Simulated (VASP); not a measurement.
Computed with PBEsol GGA, VASP's PBE PAW potentials (set 64) (plane waves; VASP 6.6.1).

VASP ran on this input.

**POSCAR**
```
PbSe
1
    0.0000000000     3.0600000000     3.0600000000
    3.0600000000     0.0000000000     3.0600000000
    3.0600000000     3.0600000000     0.0000000000
Pb Se
1 1
Direct
  0.0000000000   0.0000000000   0.0000000000
  0.5000000000   0.5000000000   0.5000000000
```

KPOINTS:
```
Automatic mesh
0
Gamma
5 5 5
0 0 0
```

**INCAR**
```
! general
SYSTEM  = PbSe
PREC    = Accurate
ENCUT   = 300
LREAL   = F
LASPH   = T

! electronic loop
EDIFF   = 1E-6
NELM    = 100
ALGO    = Normal
LMAXMIX = 4

! smearing
ISMEAR  = -1
SIGMA   = 0.01

! functional
GGA     = PS

! ions
ISIF    = 2

! output
LWAVE   = F
LCHARG  = F
```

POTCAR, in this order: Pb_d Se (PBE.64 set). Program: vasp_std.

Output

OSZICAR:
```
       N       E                     dE             d eps       ncg     rms          rms(c)
DAV:   1     0.120743759708E+03    0.12074E+03   -0.72034E+03   280   0.974E+02
DAV:   2    -0.172937674114E+01   -0.12247E+03   -0.11871E+03   316   0.287E+02
DAV:   3    -0.907972695572E+01   -0.73504E+01   -0.73358E+01   358   0.766E+01
DAV:   4    -0.919100800919E+01   -0.11128E+00   -0.11127E+00   346   0.122E+01
DAV:   5    -0.919338241681E+01   -0.23744E-02   -0.23744E-02   352   0.132E+00    0.272E+00
DAV:   6    -0.893751001905E+01    0.25587E+00   -0.67437E-01   404   0.668E+00    0.158E+00
DAV:   7    -0.892975869323E+01    0.77513E-02   -0.10304E-01   308   0.182E+00    0.820E-01
DAV:   8    -0.893017999310E+01   -0.42130E-03   -0.10001E-02   328   0.126E+00    0.107E-01
DAV:   9    -0.892992959998E+01    0.25039E-03   -0.20102E-03   408   0.473E-01    0.463E-02
DAV:  10    -0.892994898767E+01   -0.19388E-04   -0.13043E-04   304   0.772E-02    0.154E-02
DAV:  11    -0.892994854053E+01    0.44714E-06   -0.27317E-05   358   0.607E-02    0.543E-03
DAV:  12    -0.892994847313E+01    0.67394E-07   -0.21237E-06   238   0.187E-02
   1 F= -.89299485E+01 E0= -.89299485E+01  d E =-.172935E-10
```

**OUTCAR**
```
------------------------ aborting loop because EDIFF is reached ----------------------------------------
  FORCE on cell =-STRESS in cart. coord.  units (eV):
  Direction    XX          YY          ZZ          XY          YZ          ZX
  --------------------------------------------------------------------------------------
  Total       -0.3453098     -0.3453098     -0.3453098      0.0000000      0.0000000      0.0000000
  in kB       -9.6543986     -9.6543986     -9.6543986      0.0000000      0.0000000      0.0000000
  external PRESSURE =      -9.6543986 kB  Pullay stress =       0.0000000 kB
  volume of cell :       57.31
      direct lattice vectors                 reciprocal lattice vectors
     0.000000000  3.060000000  3.060000000    -0.163398693  0.163398693  0.163398693
     3.060000000  0.000000000  3.060000000     0.163398693 -0.163398693  0.163398693
     3.060000000  3.060000000  0.000000000     0.163398693  0.163398693 -0.163398693
  FREE ENERGIE OF THE ION-ELECTRON SYSTEM (eV)
  ---------------------------------------------------
  free  energy   TOTEN  =        -8.9299484731 eV

  energy  without entropy=       -8.9299484731  energy(sigma->0) =       -8.92994847
```
(Selected blocks of OUTCAR.)

At this cut-off the stress carries a Pulay error, which pulls relaxed volumes low.

The structure is a typed PbSe crystal. The cell was not relaxed at this level.
